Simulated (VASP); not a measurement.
Input:

C has the cubic space group Fd-3m, origin choice 1 (No. 227), the diamond structure, Pearson symbol cF8. Conventional cell: a = b = c = 3.6070 Å, α = β = γ = 90.00°. C on 8b is surrounded by 4 C at 1.562 Å (tetrahedral). (Neighbours: up to the widest gap in distance over summed covalent radii, below 1.35, at either atom.)
(The calculation used a cell of 2 atoms; values per cell refer to that cell.)

The numbers are results of vdW-DF2, VASP's PBE PAW potentials (set 64) (plane waves; VASP 6.6.1), not measurements. Run with 520 eV cut-off, 12×12×12 Γ-centred mesh, Gaussian smearing of 0.050 eV, potentials C.

Problem. Give the energy at these volumes per atom, relative to the lowest: 5.51, 5.69, 5.86, 6.04, 6.22 Å³.

Solution. 29.3, 7.0, 0.0, 6.2, 23.8 meV/atom. A third-order Birch-Murnaghan fit gives B0 = 400 GPa and B0′ = 3.8.

Measured: bulk modulus 455 GPa at 0 K (computed value off by -12.0 %), as given by Daniel Mejia-Rodriguez et al., Physical Review B (2018), arXiv:1807.09216 [0 K value with the zero-point phonon effect removed]; a 3.553 Å at 0 K (computed value off by +1.5 %), as given by Daniel Mejia-Rodriguez et al., Physical Review B (2018), arXiv:1807.09216 [static lattice: zero-point anharmonic expansion removed].

The compound is C in the diamond structure. It was relaxed first.
